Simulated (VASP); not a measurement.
Level of theory: vdW-DF-cx, VASP's PBE PAW potentials (set 64) (plane waves; VASP 6.6.1).

Input for VASP

### KPOINTS
```
Regular mesh
0
gamma
 8 8 8
```

File POSCAR:
```
TiO2
1.0
 -1.8749233705   1.8749233705   4.7240474731
  1.8749233705  -1.8749233705   4.7240474731
  1.8749233705   1.8749233705  -4.7240474731
Ti O
2 4
direct
  0.7500000000   0.2500000000   0.5000000000
  0.0000000000   0.0000000000   0.0000000000
  0.5417053643   0.0417053643   0.5000000000
  0.7917053643   0.7917053643   1.0000000000
  0.2082946357   0.2082946357   0.0000000000
  0.9582946357   0.4582946357   0.5000000000
```

**INCAR**
```
SYSTEM = TiO2
PREC = Accurate
ENCUT = 520
EDIFF = 1E-7
NELM = 100
ALGO = Normal
LREAL = .FALSE.
LASPH = .TRUE.
ISMEAR = 0
SIGMA = 0.05
GGA = CX
LUSE_VDW = .TRUE.
AGGAC = 0.0
LMAXMIX = 4
LWAVE = .FALSE.
LCHARG = .FALSE.
ISIF = 4
IBRION = 2
NSW = 30
EDIFFG = -0.01
```

POTCAR, in this order: Ti_sv O (PBE.64 set). Program: vasp_std.

Estimate the energy per atom (σ→0), band gap (on the k-mesh).

```yaml
energy per atom (σ→0): -7.062 eV/atom
band gap (on the k-mesh): 2.02 eV
```

OSZICAR:
```
...
DAV:   3    -0.423744610000E+02    0.15312E-01   -0.33180E-02  3956   0.182E+00    0.205E-01
DAV:   4    -0.423742413077E+02    0.21969E-03   -0.54453E-03  4452   0.649E-01    0.617E-02
DAV:   5    -0.423742363362E+02    0.49715E-05   -0.40470E-04  4376   0.183E-01    0.336E-02
DAV:   6    -0.423742470708E+02   -0.10735E-04   -0.36698E-05  3784   0.645E-02    0.625E-03
DAV:   7    -0.423742487933E+02   -0.17225E-05   -0.52220E-06  4096   0.188E-02    0.372E-03
DAV:   8    -0.423742491664E+02   -0.37316E-06   -0.72003E-07  3228   0.752E-03    0.840E-04
DAV:   9    -0.423742491603E+02    0.61045E-08   -0.68204E-08  2140   0.258E-03
   5 F= -.42374249E+02 E0= -.42374249E+02  d E =-.788764E-02
```

The compound is TiO2 in the anatase structure, one of several forms; rutile is the usual stable one. This cell is one point of a volume scan, at 0.97 of the reference volume. Symmetry was kept, so distortions that lower it aren't found.
